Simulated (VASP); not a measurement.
All values below come from PBE GGA, VASP's PBE PAW potentials (set 64) (plane waves; VASP).

Input for VASP

**POSCAR**
```
GaN
1
    1.6269000000    -2.8178730000     0.0000000000
    1.6269000000     2.8178730000     0.0000000000
    0.0000000000     0.0000000000     5.2938000000
Ga N
2 2
Direct
  0.6666670000   0.3333330000   0.5000000000
  0.3333330000   0.6666670000   0.0000000000
  0.6666670000   0.3333330000   0.8770000000
  0.3333330000   0.6666670000   0.3770000000
```

**INCAR**
```
SYSTEM  =  GaN
PREC  =  Accurate; ENCUT  =  520; LREAL  =  .False.
LASPH  =  .True.
EDIFF  =  1E-6; NELM  =  100; ALGO  =  Normal
IMIX  =  1; AMIX  =  0.6; BMIX  =  0.0001
LMAXMIX  =  4
ISMEAR  =  0; SIGMA  =  0.05
GGA  =  PE
ISIF  =  2
LWAVE  =  .False.; LCHARG  =  .False.
```

File KPOINTS:
```
Automatic mesh
0
Gamma
7 7 4
0 0 0
```

POTCAR, in this order: Ga_d N (PBE.64 set). Program: vasp_std.

Q: What will the output report for the number of irreducible k-points (NKPTS), number of bands (NBANDS), largest plane-wave count, number of space-group operations, FFT grid (NGX, NGY, NGZ)?

A: 
- number of irreducible k-points (NKPTS) = 24
- number of bands (NBANDS) = 22
- largest plane-wave count = 1324
- number of space-group operations = 12
- FFT grid (NGX, NGY, NGZ) = 24 × 24 × 40

The compound is GaN in the wurtzite structure. The cell was not relaxed at this level. The run is one of a series of settings (AMIX = 0.6, BMIX = 0.0001, IMIX = 1 against the base run), some of them coarse on purpose.
